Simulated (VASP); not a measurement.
Output of a VASP run:

OSZICAR:
```
       N       E                     dE             d eps       ncg     rms          rms(c)
DAV:   1     0.118385900634E+03    0.11839E+03   -0.10369E+04  2094   0.130E+03
DAV:   2    -0.988396720924E+01   -0.12827E+03   -0.12522E+03  2651   0.241E+02
DAV:   3    -0.148833254743E+02   -0.49994E+01   -0.49753E+01  2567   0.506E+01
DAV:   4    -0.149195036864E+02   -0.36178E-01   -0.36159E-01  2518   0.469E+00
DAV:   5    -0.149198836825E+02   -0.38000E-03   -0.37999E-03  2602   0.453E-01    0.124E+01
DAV:   6    -0.144091962271E+02    0.51069E+00   -0.50075E+00  2098   0.218E+01    0.779E+00
DAV:   7    -0.142111843991E+02    0.19801E+00   -0.93551E-01  2098   0.104E+01    0.378E+00
DAV:   8    -0.141956968828E+02    0.15488E-01   -0.67393E-02  2203   0.191E+00    0.867E-01
DAV:   9    -0.141923331949E+02    0.33637E-02   -0.10371E-02  2294   0.108E+00    0.180E-01
DAV:  10    -0.141924739198E+02   -0.14072E-03   -0.15990E-03  2343   0.276E-01    0.425E-02
DAV:  11    -0.141924747780E+02   -0.85822E-06   -0.40244E-05  2588   0.482E-02    0.297E-02
DAV:  12    -0.141924773805E+02   -0.26024E-05   -0.70230E-06  2288   0.196E-02    0.964E-03
DAV:  13    -0.141924780206E+02   -0.64006E-06   -0.20150E-06  2448   0.958E-03    0.134E-03
DAV:  14    -0.141924780500E+02   -0.29421E-07   -0.75444E-08  1812   0.224E-03
   1 F= -.15735828E+02 E0= -.15735907E+02  d E =-.157358E+02
       N       E                     dE             d eps       ncg     rms          rms(c)
DAV:   1    -0.141927863047E+02   -0.30828E-03   -0.11114E-02  2077   0.755E-01    0.711E-02
DAV:   2    -0.141926663434E+02    0.11996E-03   -0.40997E-04  2259   0.167E-01    0.349E-02
DAV:   3    -0.141926406619E+02    0.25682E-04   -0.68636E-05  2378   0.737E-02    0.175E-02
DAV:   4    -0.141926354162E+02    0.52457E-05   -0.19335E-05  2308   0.350E-02    0.732E-03
DAV:   5    -0.141926353988E+02    0.17426E-07   -0.19393E-06  2245   0.103E-02    0.274E-03
DAV:   6    -0.141926354611E+02   -0.62339E-07   -0.17445E-07  1885   0.303E-03
   2 F= -.15735937E+02 E0= -.15736012E+02  d E =-.109534E-03
       N       E                     dE             d eps       ncg     rms          rms(c)
DAV:   1    -0.141929100973E+02   -0.27470E-03   -0.12552E-02  2077   0.803E-01    0.754E-02
DAV:   2    -0.141927747153E+02    0.13538E-03   -0.46275E-04  2231   0.178E-01    0.370E-02
DAV:   3    -0.141927458221E+02    0.28893E-04   -0.77456E-05  2399   0.783E-02    0.186E-02
DAV:   4    -0.141927399275E+02    0.58946E-05   -0.21732E-05  2273   0.371E-02    0.781E-03
DAV:   5    -0.141927399099E+02    0.17612E-07   -0.21889E-06  2245   0.110E-02    0.291E-03
DAV:   6    -0.141927399785E+02   -0.68606E-07   -0.20424E-07  2241   0.322E-03
   3 F= -.15735989E+02 E0= -.15736060E+02  d E =-.161905E-03
```

### OUTCAR
```
------------------------ aborting loop because EDIFF is reached ----------------------------------------
  Edisp (eV):   -1.54325
  FORCE on cell =-STRESS in cart. coord.  units (eV):
  Direction    XX          YY          ZZ          XY          YZ          ZX
  --------------------------------------------------------------------------------------
  Total       0.04332     0.04332     0.05871     0.00000     0.00000     0.00000
  in kB       1.17053     1.17053     1.58640     0.00000     0.00000     0.00000
  external pressure =        1.31 kB  Pullay stress =        0.00 kB
  volume of cell :       59.29
      direct lattice vectors                 reciprocal lattice vectors
     1.885710262 -3.266146234  0.000000000     0.265152081 -0.153085613  0.000000000
     1.885710262  3.266146234 -0.000000000     0.265152081  0.153085613 -0.000000000
     0.000000000  0.000000000  4.813196151    -0.000000000  0.000000000  0.207762154
 POSITION                                       TOTAL-FORCE (eV/Angst)
 -----------------------------------------------------------------------------------
      0.00000      0.00000      4.81320         0.000000      0.000000     -0.000000
      1.88571      1.08872      1.28094         0.000000      0.000000     -0.003098
      1.88571     -1.08872      3.53225        -0.000000     -0.000000      0.003098
 -----------------------------------------------------------------------------------
    total drift:                                0.000000      0.000000      0.000000
  FREE ENERGIE OF THE ION-ELECTRON SYSTEM (eV)
  ---------------------------------------------------
  free  energy   TOTEN  =       -15.7359894086 eV

  energy  without entropy=      -15.7361997944  energy(sigma->0) =      -15.73605954

 reached required accuracy - stopping structural energy minimisation
```
(Selected blocks of OUTCAR.)

**POSCAR**
```
PtSe2
1
    1.8880654295    -3.2702255047     0.0000000000
    1.8880654295     3.2702255047     0.0000000000
    0.0000000000     0.0000000000     4.8011957051
Pt Se
1 2
Direct
  0.0000000000   0.0000000000   0.0000000000
  0.3333330000   0.6666670000   0.2661163640
  0.6666670000   0.3333330000   0.7338836360
```

Problem. Write an INCAR and KPOINTS that could have produced this output.

Solution. This is not unique; one that fits is the input of the run itself, PBE GGA with D4 dispersion, plane waves, VASP's PBE PAW potentials (set 64).

INCAR:
```
# general
SYSTEM   =  PtSe2
PREC     =  Accurate
ENCUT    =  520
LREAL    =  .FALSE.
LASPH    =  .TRUE.

# electronic loop
EDIFF    =  1E-7
NELM     =  100
ALGO     =  Normal
LMAXMIX  =  6

# smearing
ISMEAR   =  1
SIGMA    =  0.1

# functional
GGA      =  PE
IVDW     =  13

# ions
IBRION   =  2
NSW      =  30
ISIF     =  4
EDIFFG   =  -0.01

# output
LWAVE    =  .FALSE.
LCHARG   =  .FALSE.
```

**KPOINTS**
```
Automatic mesh
0
Gamma
9 9 7
0 0 0
```

POTCAR, in this order: Pt Se (PBE.64 set). Program: vasp_std.

The compound is PtSe2 in the 1T layered structure. This run relaxes it. Symmetry was kept, so distortions that lower it aren't found.
